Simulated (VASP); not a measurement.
MgSn6N:

```xyz
8
Lattice="0.0000 4.5300 4.5300 4.5300 0.0000 4.5300 4.5300 4.5300 0.0000" Properties=species:S:1:pos:R:3 pbc="T T T"
Mg    6.7950    6.7950    6.7950
Sn    4.5300    4.5300    2.2650
Sn    2.2650    4.5300    4.5300
Sn    4.5300    6.7950    4.5300
Sn    4.5300    4.5300    6.7950
Sn    6.7950    4.5300    4.5300
Sn    4.5300    2.2650    4.5300
N     0.0000    0.0000    0.0000
```

The cell was built by a generator and needn't be a form met in nature.

```yaml
Program: VASP 6.6.1
Task: relaxation of cell and atoms
Functional: PBE
Potentials_or_basis: VASP PAW PBE potentials, release 64 (Mg, Sn_d, N)
Cutoff: 520 eV
k_mesh: 4 × 4 × 4
Occupations: gaussian, width 0.15 eV
Spin: no spin polarisation
```

At the start: pressure 9.9 GPa; volume 23.24 Å³/atom.

Q: How do energy, volume and symmetry change on relaxing?

A: Over 5 steps the energy falls by 100.7 meV/atom and the volume is 26.80 Å³/atom (+15.3 %); space group F-43m (No. 216, to 0.05 Å).

The path:
| step | energy change (eV) | largest force (eV/Å) | pressure (GPa) | volume (Å³) |
| --- | --- | --- | --- | --- |
| 1 | 0.0000 | 0.6136 | 9.85 | 185.92 |
| 2 | -0.7026 | 0.2634 | -2.16 | 227.09 |
| 3 | -0.8032 | 0.0817 | 0.11 | 214.49 |
| 4 | -0.8033 | 0.1258 | -0.14 | 215.09 |
| 5 | -0.8058 | 0.0456 | 0.38 | 214.40 |

Final structure:
```
Mg Sn N
1.0
     0.00000    4.75040    4.75040
     4.75040    0.00000    4.75040
     4.75040    4.75040    0.00000
Mg Sn N
1 6 1
Direct
  0.75000 0.75000 0.75000
  0.25182 0.25182 0.74818
  0.74818 0.25182 0.25182
  0.74818 0.25182 0.74818
  0.74818 0.74818 0.25182
  0.25182 0.74818 0.74818
  0.25182 0.74818 0.25182
  0.00000 0.00000 0.00000
```

Caveat: the volume moved by over 15 % at a fixed basis, so the end points are rough.
